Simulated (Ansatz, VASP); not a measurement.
## One calculation of Ga3W2F, two programs

```xyz
6
Lattice="5.0527 0.0000 0.0000 -2.5263 4.3758 0.0000 0.0000 0.0000 4.4875" Properties=species:S:1:pos:R:3 pbc="T T T"
Ga    2.5263    0.0000    2.2438
Ga    1.2632    2.1879    2.2438
Ga   -1.2632    2.1879    2.2438
W     0.0000    2.9172    0.0000
W     2.5263    1.4586    0.0000
F     0.0000    0.0000    0.0000
```

Change from the starting cell: species swapped into the SmB2Rh3 type (P6/mmm, No. 191).

Alike in both runs: functional PBE; k mesh 12 × 12 × 8; occupations gaussian, width 0.1 eV; no spin polarisation.

Ansatz relaxed the structure, and its values are those at the end. VASP's run is a single point on that final structure, the one shown.

|  | VASP | Ansatz |
| --- | --- | --- |
| version | VASP 6.6.1 | Ansatz 0.2.0 |
| potentials or method | VASP PAW PBE potentials, release 64 (Ga_d, W_sv, F) | scalar-relativistic, plane waves, PAW |
| plane-wave cutoff (eV) | 520 | 420 |
| valence electrons in the cell | 74 | 74 |

Ansatz gave:

| Property | Result |
| --- | --- |
| gap on the k mesh at the Fermi level (eV) | none |
| pressure (GPa) | 0.0 |

Question: Estimate VASP's values.

Answer: gap on the k mesh at the Fermi level (eV): none; pressure (GPa): 0.2.

A gap of «none» marks a metal or a gap that the smearing closes.

Spin-orbit coupling is left out, which matters for the levels of W.
